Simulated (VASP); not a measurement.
Method: r2SCAN meta-GGA, VASP's PBE PAW potentials (set 64) (plane waves; VASP).

Gaps are without spin-orbit coupling.

```json
{
 "volume_per_atom": "24.45 Å^3/atom",
 "band gap (over mesh and band path)": "3.85 eV",
 "smallest direct gap (over mesh and band path)": "4.05 eV"
}
```

Question: Which relaxed crystal gives these values?
A) P, Cmce (64)
B) CaHI, P4/nmm (129)
C) KCaF3, Pm-3m (221)
D) Si2Mo, P6_222 (180)

Answer: B, CaHI, P4/nmm (129)
